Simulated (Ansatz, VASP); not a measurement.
# GaCo in two plane-wave programs

Wanted: the spread between two codes on one cell, functional and k mesh. The cell is taken from a series of runs on this material, whose earlier steps may have relaxed, scaled, displaced or heated it; both programs get it as it stands.

Program: Ansatz 0.2.0. Level of theory: plane waves, with VASP 6.6.1 beside it; single point at r2SCAN. Results are calculated unless marked as measured.

**1. Starting point**

The structure is cubic, space group Pm-3m (No. 221). The conventional cell has a = 2.878 Å, b = 2.878 Å, c = 2.878 Å, α = 90.00°, β = 90.00°, γ = 90.00°. Nearest to Ga lie 8 Co at 2.49 Å. Nearest to Co lie 8 Ga at 2.49 Å. Farther neighbours are not listed.

**2. Ansatz: single point, r2SCAN**

Ansatz runs on its default PAW (the set named soft_2) files.

A single point gives forces, pressure and levels at one fixed geometry, so differences don't come from the geometry; what else differs is listed under the comparison.

File input.yaml:

```yaml
crystal:
  lattice:
    - [2.878, 0.0, 2.878]
    - [0.0, -2.878, -2.878]
    - [2.878, 2.878, -2.878]
  atoms:
    - { symbol: Ga, position: [0.333333333, 0.666666667, 0.166666667] }
    - { symbol: Ga, position: [0.666666667, 0.333333333, 0.833333333] }
    - { symbol: Ga, position: [0.0, 0.0, 0.5] }
    - { symbol: Co, position: [0.0, 0.0, 0.0], spin: 2.0 }
    - { symbol: Co, position: [0.333333333, 0.666666667, 0.666666667], spin: 2.0 }
    - { symbol: Co, position: [0.666666667, 0.333333333, 0.333333333], spin: 2.0 }
magnetization:
  spin_polarized: true
kpoints:
  mp_grid: { grid: [11, 11, 8] }
hamiltonian:
  xc: r2scan
scf:
  occupations: { method: fermi_dirac, width: 0.1 }
output:
  eigenvalues: true
```

Started as:

```sh
ansatz run input.yaml --threads 4 --pin off --max-ram 8192MiB --backend cpu --events-out ev --progress --plain --runs-dir out
```

Numbers of over 12 decimals in the logs are rounded to 6 here.

The program printed:

```text
Engine: ansatz 0.2.0, aarch64-unknown-linux-gnu
Pseudopotentials: kind: paw
Pseudopotential: Ga, paw, valence charge 13, recommended cutoff 500 eV (meta_gga), Ga.paw.azcp
Pseudopotential: Co, paw, valence charge 17, recommended cutoff 500 eV (meta_gga), Co.paw.azcp
Functional definition: r2SCAN
  parameter k0 = 0.174
  parameter k1 = 0.065
  parameter a1 = 4.9479
  exchange = r2scan_x(k0 = k0, k1 = k1, a1 = a1)
  correlation = r2scan_c
Crystal: 6 atoms, lattice volume = 71.514 Å³
Basis set: ecut = 500 eV, 1837 PW (Γ), exchange–correlation on 120×120×160 points (64 copies of the dense FFT grid, shifted against one another)
Bands: 58, of which v1, the nominal top of the filled ones, is band 45 counted from 1 (44 counted from 0)
Symmetry: 36 space group operations
Space group: Pm-3m (ITA 221), of the structure as read, at distance tolerance 4.2e-5 Å
Magnetic group: BNS 221.92 (UNI 1594), of the structure as read, at distance tolerance 4.2e-5 Å
k-points: 110 of 968
Non-local potential: Ga, projectors of the file, l = 0: 2, l = 1: 2, l = 2: 3, l = 3: 1
Non-local potential: Co, projectors of the file, l = 0: 3, l = 1: 2, l = 2: 3, l = 3: 1
PAW form: soft (Blöchl's): semilocal exchange-correlation on the pseudo side does not see the compensation charge
PAW frozen core: Ga, regenerated for the run's functional (the file was generated under x = pbe(κ = 0.804, μ = 0.219515), c = pbe(β = 0.066725))
PAW frozen core: Co, regenerated for the run's functional (the file was generated under x = pbe(κ = 0.804, μ = 0.219515), c = pbe(β = 0.066725))
PAW one-centre angular grid: Ga, 590 points (default); XC on 160 Gauss nodes
PAW one-centre angular grid: Co, 590 points (default); XC on 160 Gauss nodes
Initial density: superposition of atomic densities (chi_scale 0.1, normalization cell)
Starting moments: Σ|m| = 6 μB on 3 of 6 sites
Initial wavefunctions: pseudopotential atomic-orbital guess
Functional: x = r2scan, c = r2scan; τ floored in thin density (d = 2e-4 eV/Å³)
iter 1 solved again at ethr=1.21e-3 eV; its pass at ethr=3.10e-3 eV (dr2=1.09e0 eV) is discarded
SCF iter   1: F=—  HF=-26761.520983 eV  |F-HF|=—  |Δ(HF+E_count)|=         —  Δρ=3.06e-2 (↑3.06e-2 ↓2.57e-2)  dr2=1.15e0  dr2_τ=2.95e-2  dr2_m=1.26e-1  M=4.512 μB ∫|m|=5.519 μB  β_m=1.00  ethr=1.21e-3  ⟨swp⟩=3.0  Hψ=64663  notcnv=0
Mixer restart at iter 1: flushing history
preconditioner: auto → Kerker (q_TF=auto, 2.835 Å⁻¹)  [metal: Δε(μ)=0.001 eV  Ē_g=13.953 eV  σ=0.100 eV  W_gap=0.00  n_scr=22 (ndim 8)  ℏωp=35.7 eV  f_vac=0.000  D(μ)=6.43/eV (n_scr^D=84)]
spin=Collinear: Kerker preconditioning applied to the charge; magnetization (m = ρ↑ − ρ↓) channel mixes plain (no charge-response kernel on spin).
SCF iter   2: F=—  HF=-26762.100219 eV  |F-HF|=—  |Δ(HF+E_count)|=   5.79e-1  Δρ=2.18e-2 (↑1.58e-2 ↓2.18e-2)  dr2=9.28e-1  dr2_τ=4.79e-3  dr2_m=1.91e-2  M=4.151 μB ∫|m|=5.409 μB  β_m=1.00  ethr=1.21e-3  ⟨swp⟩=3.4  Hψ=22627  notcnv=0  defer=241  κ⁻¹=1.0e0(r=1)
SCF iter   3: F=—  HF=-26763.119825 eV  |F-HF|=—  |Δ(HF+E_count)|=    1.02e0  Δρ=2.27e-2 (↑1.38e-2 ↓2.27e-2)  dr2=8.81e-1  dr2_τ=2.11e-3  dr2_m=3.42e-2  M=3.980 μB ∫|m|=5.258 μB  β_m=1.00  ethr=1.03e-3  ⟨swp⟩=2.0  Hψ=16718  notcnv=0  defer=610  κ⁻¹=1.1e-2(r=2)
SCF iter   4: F=—  HF=-26765.052838 eV  |F-HF|=—  |Δ(HF+E_count)|=    1.93e0  Δρ=1.93e-2 (↑1.06e-2 ↓1.93e-2)  dr2=6.89e-1  dr2_τ=1.32e-3  dr2_m=3.09e-2  M=3.512 μB ∫|m|=4.771 μB  β_m=1.00  ethr=9.79e-4  ⟨swp⟩=2.8  Hψ=18405  notcnv=0  defer=625  κ⁻¹=5.8e-3(r=3)
SCF iter   5: F=—  HF=-26766.191712 eV  |F-HF|=—  |Δ(HF+E_count)|=    1.14e0  Δρ=7.77e-3 (↑7.47e-3 ↓7.77e-3)  dr2=1.69e-1  dr2_τ=2.94e-3  dr2_m=1.63e-3  M=2.582 μB ∫|m|=3.698 μB  β_m=1.00  ethr=7.66e-4  ⟨swp⟩=3.4  Hψ=28001  notcnv=0  defer=648  κ⁻¹=2.1e-3(r=4)
SCF iter   6: F=—  HF=-26766.432132 eV  |F-HF|=—  |Δ(HF+E_count)|=         —  Δρ=2.62e-2 (↑2.62e-2 ↓1.76e-2)  dr2=3.50e-2  dr2_τ=2.74e-3  dr2_m=3.04e-1  M=1.789 μB ∫|m|=2.776 μB  β_m=1.00  ethr=1.88e-4  ⟨swp⟩=2.1  Hψ=19877  notcnv=0  defer=686
Mixer restart at iter 6: flushing history
SCF iter   7: F=—  HF=-26766.421250 eV  |F-HF|=—  |Δ(HF+E_count)|=   1.09e-2  Δρ=1.16e-2 (↑1.16e-2 ↓3.79e-3)  dr2=3.00e-2  dr2_τ=1.25e-3  dr2_m=3.03e-2  M=1.637 μB ∫|m|=2.564 μB  β_m=1.00  ethr=3.89e-5  ⟨swp⟩=2.1  Hψ=21199  notcnv=0  defer=686  κ⁻¹=1.0e0(r=1)
[...]
SCF iter  12: F=—  HF=-26766.508539 eV  |F-HF|=—  |Δ(HF+E_count)|=   2.24e-4  Δρ=5.70e-4 (↑3.33e-4 ↓5.70e-4)  dr2=1.18e-4  dr2_τ=3.39e-6  dr2_m=7.58e-5  M=1.341 μB ∫|m|=2.064 μB  β_m=1.00  ethr=1.87e-7  ⟨swp⟩=2.0  Hψ=17855  notcnv=0  defer=687  κ⁻¹=1.8e-5(r=6)
SCF iter  13: F=—  HF=-26766.509470 eV  |F-HF|=—  |Δ(HF+E_count)|=   9.31e-4  Δρ=6.48e-5 (↑6.48e-5 ↓5.50e-5)  dr2=3.18e-6  dr2_τ=8.69e-8  dr2_m=1.37e-6  M=1.296 μB ∫|m|=1.991 μB  β_m=1.00  ethr=1.32e-7  ⟨swp⟩=2.9  Hψ=23528  notcnv=0  defer=688  κ⁻¹=1.3e-6(r=7)
SCF iter  14: F=—  HF=-26766.509485 eV  |F-HF|=—  |Δ(HF+E_count)|=   1.53e-5  Δρ=3.51e-5 (↑3.01e-5 ↓3.51e-5)  dr2=1.09e-6  dr2_τ=3.41e-8  dr2_m=7.46e-8  M=1.291 μB ∫|m|=1.984 μB  β_m=1.00  ethr=3.54e-9  ⟨swp⟩=2.9  Hψ=23754  notcnv=0  defer=685  κ⁻¹=4.0e-7(r=8)
SCF iter  15: F=—  HF=-26766.509496 eV  |F-HF|=—  |Δ(HF+E_count)|=   1.07e-5  Δρ=2.78e-5 (↑2.78e-5 ↓2.20e-5)  dr2=5.22e-7  dr2_τ=2.20e-8  dr2_m=1.22e-7  M=1.290 μB ∫|m|=1.983 μB  β_m=1.00  ethr=1.21e-9  ⟨swp⟩=2.0  Hψ=22706  notcnv=0  defer=685  κ⁻¹=2.1e-6(r=8)
SCF iter  16: F=—  HF=-26766.509503 eV  |F-HF|=—  |Δ(HF+E_count)|=   7.16e-6  Δρ=8.11e-6 (↑4.95e-6 ↓8.11e-6)  dr2=6.03e-8  dr2_τ=6.50e-10  dr2_m=4.30e-9  M=1.288 μB ∫|m|=1.980 μB  β_m=1.00  ethr=5.80e-10  ⟨swp⟩=2.1  Hψ=22872  notcnv=0  defer=685  κ⁻¹=6.3e-7(r=8)
SCF iter  17: F=—  HF=-26766.509503 eV  |F-HF|=—  |Δ(HF+E_count)|=   1.83e-7  Δρ=3.56e-6 (↑2.54e-6 ↓3.56e-6)  dr2=4.36e-9  dr2_τ=3.84e-10  dr2_m=2.74e-9  M=1.288 μB ∫|m|=1.980 μB  β_m=1.00  ethr=6.70e-11  ⟨swp⟩=2.0  Hψ=22739  notcnv=0  defer=685  κ⁻¹=1.7e-6(r=8)
SCF iter  18: F=—  HF=-26766.509503 eV  |F-HF|=—  |Δ(HF+E_count)|=   4.69e-8  Δρ=2.20e-6 (↑2.20e-6 ↓2.03e-6)  dr2=1.91e-9  dr2_τ=1.55e-10  dr2_m=1.48e-9  M=1.287 μB ∫|m|=1.980 μB  β_m=1.00  ethr=4.84e-12  ⟨swp⟩=3.0  Hψ=25813  notcnv=0  defer=685  κ⁻¹=3.4e-7(r=8)
SCF iter  19: F=—  HF=-26766.509503 eV  |F-HF|=—  |Δ(HF+E_count)|=   8.47e-9  Δρ=4.25e-6 (↑4.25e-6 ↓2.87e-6)  dr2=1.12e-9  dr2_τ=1.17e-10  dr2_m=8.08e-9  M=1.287 μB ∫|m|=1.980 μB  β_m=1.00  ethr=2.12e-12  ⟨swp⟩=7.4  Hψ=57322  notcnv=0  κ⁻¹=7.7e-7(r=8)
SCF iter  20: F=—  HF=-26766.509503 eV  |F-HF|=—  |Δ(HF+E_count)|=   4.17e-9  Δρ=3.50e-6 (↑3.22e-6 ↓3.50e-6)  dr2=1.73e-10  dr2_τ=9.76e-11  dr2_m=7.33e-9  M=1.287 μB ∫|m|=1.979 μB  β_m=1.00  ethr=1.25e-12  ⟨swp⟩=2.5  Hψ=24499  notcnv=0  κ⁻¹=1.7e-7(r=8)
SCF iter  21: F=-26766.509503 eV  HF=-26766.509503 eV  |F-HF|=1.25e-9  |Δ(HF+E_count)|=   9.66e-9  Δρ=1.38e-6 (↑1.38e-6 ↓8.71e-7)  dr2=1.06e-10  dr2_τ=1.11e-11  dr2_m=8.14e-10  M=1.287 μB ∫|m|=1.980 μB  ethr=1.00e-12  ⟨swp⟩=3.5  Hψ=33096  notcnv=0
SCF 1 converged in 21 iterations: F = -26766.509503 eV  dr2 = 1.06e-10
  greatest PAW one-centre occupation: 1.004 electrons in one spin orbital (limit 2), on the Co atom at site 5 (counted from 0), in its partial waves of l = 1
this state was not tested for a lower state beside it, because the mixer in use, unlike msr1, does not test its closes by its own steps (another_mixer; see scf.mixing.algorithm and scf.lower_state_search)
SCF converged after 21 iterations
Magnetization: 1.2873 μB (45.6436 up, 44.3564 down)
Absolute magnetization: 1.9771 μB (∫|ρ↑−ρ↓|, with the PAW one-centre terms)
Spin contamination: 0.1441 ħ² per cell (⟨S²⟩ above its minimum at these occupations)
Per-site moments (μB) at R_I (Å): [(-0.028408, 1.028124), (-0.028408, 1.028124), (-0.028408, 1.028124), (0.539053, 1.028124), (0.539053, 1.028124), (0.539053, 1.028124)]
Free energy (F): -26766.509503 eV
Harris-Foulkes:  -26766.509503 eV  (|F-HF|=1.25e-9)
Internal energy: -26766.408153 eV  (E = F + TS)
E sigma→0 (E₀):  -26766.458828 eV
Entropy (-TS):   -0.101350 eV (-16.892 meV/atom)
Fermi energy:    16.546009 eV
--- Per-component energies (eV) ---
  E_band       = -742.814907
  E_kinetic    = 1719.838585
  E_local      = -13471.601504  (includes V_loc(G=0)·N_el)
  E_nonlocal   = 2670.323459
  E_hartree    = 5991.067772
  E_xc         = -661.459641
  E_vxc        = -871.802195  (∫ρ·V_xc dr)
  E_paw        = -10598.882788  (= ΣΔE_a)
  E_vpaw       = -2825.920233  (= ΣTr[D̂ρ^β])
  E_aug_tail   = 0.000016  (compensation charges beyond the density's cutoff)
  E_vtau       = 54.210325  (kinetic-family band-sum trace: ∫τ·v_τ [+ j·A + Jᵃ·Aᵃ] dr)
  E_ewald      = -12412.849223
  E_core_change = -2.844828  (= ΣΔE_core)
  E_smearing   = -0.101350  (= −TS)
  E_closure    = -0.000000  (closes the sum)
  Σ components = -26766.509503   (vs F -26766.509503, Δ=0.00e0)
--- Band table (eV; the first three rows and the last of 220) ---
  k-point 0 ↑: bands = [... 41 lower, 15.6205, 15.7453, 15.7453, 15.7455, 19.5397, 19.5397, 19.5397, 19.5397, ... 9 higher]
  k-point 1 ↑: bands = [... 41 lower, 15.6759, 15.7138, 15.7138, 16.4635, 19.3489, 19.5427, 19.5427, 19.6695, ... 9 higher]
  k-point 2 ↑: bands = [... 41 lower, 15.6179, 15.6601, 15.6601, 17.5648, 18.8479, 19.6753, 19.6753, 19.9458, ... 9 higher]
  k-point 109 ↓: bands = [... 41 lower, 15.6185, 15.7449, 15.7449, 15.8627, 17.6790, 17.7034, 17.7034, 23.1509, ... 9 higher]
```

(Continued in part 2 of 2.)

[Lines on the potential files, build, host, timing and source positions are cut from VASP's logs without a mark.]

[Logs are printed without paths, hosts, clocks, repeated set-up lines and the standing remarks that a program may print on its own settings, such as how far it seeks lower states.]

[Hosts, paths, dates, database ids (printed as entryN), source tags and the programs' standing remarks are cut or masked in the printed files.]
